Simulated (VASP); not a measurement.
An input for Quantum ESPRESSO's pw.x (written as the equivalent of a VASP run, and not itself run):

```
&CONTROL
  calculation = 'relax'
  pseudo_dir = './pseudo'
  outdir = './out'
  tprnfor = .true.
  tstress = .true.
  nstep = 30
  forc_conv_thr = 0.00039
/
&SYSTEM
  ibrav = 0
  nat = 3
  ntyp = 2
  ecutwfc = 84
  occupations = 'smearing'
  smearing = 'gaussian'
  degauss = 0.003675
  input_dft = 'pbesol'
/
&ELECTRONS
  conv_thr = 7.3e-09
  electron_maxstep = 100
/
&IONS
/
ATOMIC_SPECIES
  Zr 91.224 Zr.upf
  O 15.999 O.upf
CELL_PARAMETERS angstrom
     0.0000000    2.5463446    2.5463446
     2.5336762    0.0126684    2.5336762
     2.5336762    2.5336762    0.0126684
ATOMIC_POSITIONS crystal
  Zr   0.0000000  0.0000000  0.0000000
  O    0.2500000  0.2500000  0.2500000
  O    0.7500000  0.7500000  0.7500000
K_POINTS automatic
  8 8 8 0 0 0
```

Q: Translate this input to VASP (INCAR, KPOINTS, POSCAR, choice of POTCAR).

A: This is not unique; one that fits is 
KPOINTS:
```
kpoints
0
G
8 8 8
0 0 0
```

File POSCAR:
```
ZrO2
1
    0.0000000000     2.5463446311     2.5463446311
    2.5336762499     0.0126683812     2.5336762499
    2.5336762499     2.5336762499     0.0126683812
Zr O
1 2
Direct
  0.0000000000   0.0000000000   0.0000000000
  0.2500000000   0.2500000000   0.2500000000
  0.7500000000   0.7500000000   0.7500000000
```

**INCAR**
```
! general
SYSTEM =ZrO2
PREC   =Accurate
ENCUT  =600
LREAL  =.FALSE.
LASPH  =.TRUE.

! electronic loop
EDIFF  =1E-7
NELM   =100
ALGO   =Normal
LMAXMIX=4

! smearing
ISMEAR =0
SIGMA  =0.05

! functional
GGA    =PS

! ions
IBRION =2
NSW    =30
ISIF   =2
EDIFFG =-0.01

! output
LWAVE  =.FALSE.
LCHARG =.FALSE.
```

POTCAR, in this order: Zr_sv O (PBE.64 set). Program: vasp_std.

Limits of the translation: the potentials are each code's own (VASP's PAW set, PseudoDojo norm-conserving files in pw.x), so ENCUT and ecutwfc are chosen apart and not converted; conv_thr bounds pw.x's estimated SCF error, while EDIFF bounds the energy change between steps; forc_conv_thr acts on force components and is met together with etot_conv_thr.

The compound is ZrO2 in the fluorite structure, the high-temperature cubic form, which is unstable at 0 K; the monoclinic form is the stable one. This cell was strained or had an atom moved on purpose. Symmetry was kept, so distortions that lower it aren't found.
